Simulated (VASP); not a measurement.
```xyz
4
Lattice="4.5106 0.0000 0.0000 0.0000 4.5106 0.0000 0.0000 0.0000 6.3290" Properties=species:S:1:pos:R:3 pbc="T T T"
Al     0.0000     0.0000     0.0000
In     2.2553     2.2553     3.1645
Sb     0.0000     2.2553     1.4760
Sb     2.2553     0.0000     4.8529
```

Computed with r2SCAN meta-GGA, VASP's PBE PAW potentials (set 64) (plane waves; VASP 6.6.1). Settings: 400 eV cut-off, 6×6×4 Γ-centred mesh, tetrahedra with Blöchl corrections, potentials Al In_d Sb.

The job: AlInSb$_{2}$ (space group P-4m2), 4 atoms, r2SCAN, static run, 400 eV, 6×6×4 Γ-centred mesh. Roughly how much core time does it take on a busy server core?

About 7 core-minutes (one run on a shared machine, a rough figure). It had 30 irreducible k-points, 17 bands, up to 2373 plane waves and 29 electronic steps.

The structure comes from a computed database's AlInSb2 entry (P-4m2); how it stands against other phases isn't given here. It was relaxed first.
